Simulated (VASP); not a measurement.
Input for VASP

KPOINTS:
```
Automatic mesh
0
Gamma
7 7 7
0 0 0
```

POSCAR:
```
Mn3ZnN
1
    3.9020000000     0.0000000000     0.0000000000
    0.0000000000     3.9020000000     0.0000000000
    0.0000000000     0.0000000000     3.9020000000
Mn Zn N
3 1 1
Direct
  0.0000000000   0.5000000000   0.5000000000
  0.5000000000   0.0000000000   0.5000000000
  0.5000000000   0.5000000000   0.0000000000
  0.0000000000   0.0000000000   0.0000000000
  0.5000000000   0.5000000000   0.5000000000
```

### INCAR
```
! general
SYSTEM =Mn3ZnN
PREC   =Accurate
ENCUT  =400
LREAL  =.FALSE.
LASPH  =.TRUE.

! electronic loop
EDIFF  =1E-6
NELM   =100
ALGO   =Normal
LMAXMIX=4

! smearing
ISMEAR =-1
SIGMA  =0.1

! functional
GGA    =PS

! spin
ISPIN  =2
MAGMOM =3*4.0 2*0.0

! ions
ISIF   =2

! output
LWAVE  =.FALSE.
LCHARG =.FALSE.
LORBIT =11
```

POTCAR, in this order: Mn_pv Zn N (PBE.64 set). Program: vasp_std.

Task: Translate this PBEsol calculation to Ansatz.

Result: One equivalent input (not run):
Ansatz 0.2 input:
```yaml
crystal:
  lattice:
    - [3.9020000, 0.0000000, 0.0000000]
    - [0.0000000, 3.9020000, 0.0000000]
    - [0.0000000, 0.0000000, 3.9020000]
  atoms:
    - { symbol: Mn, position: [0.0000000, 0.5000000, 0.5000000], spin: 4 }
    - { symbol: Mn, position: [0.5000000, 0.0000000, 0.5000000], spin: 4 }
    - { symbol: Mn, position: [0.5000000, 0.5000000, 0.0000000], spin: 4 }
    - { symbol: Zn, position: [0.0000000, 0.0000000, 0.0000000] }
    - { symbol: N, position: [0.5000000, 0.5000000, 0.5000000] }
kpoints:
  mp_grid: { grid: [7, 7, 7] }
hamiltonian:
  xc: pbesol
  pseudopotentials: { kind: paw }
magnetization: { spin_polarized: true }
scf:
  occupations: { method: fermi_dirac, width: 0.1 }
  max_iter: 100
output: { forces: true, stress: true, eigenvalues: true }
```
The two are equivalent in intent, not identical: each code has its own PAW files, so the cut-off isn't converted (ENCUT is set for VASP's; basis.ecutwfc is left out, and Ansatz then takes the one that its files recommend); Ansatz stops its SCF on the density residual and VASP on the energy change (EDIFF).

The structure comes from a measured Mn3ZnN entry (Pm-3m) of the Crystallography Open Database, whose conditions weren't checked. The cell was not relaxed at this level.
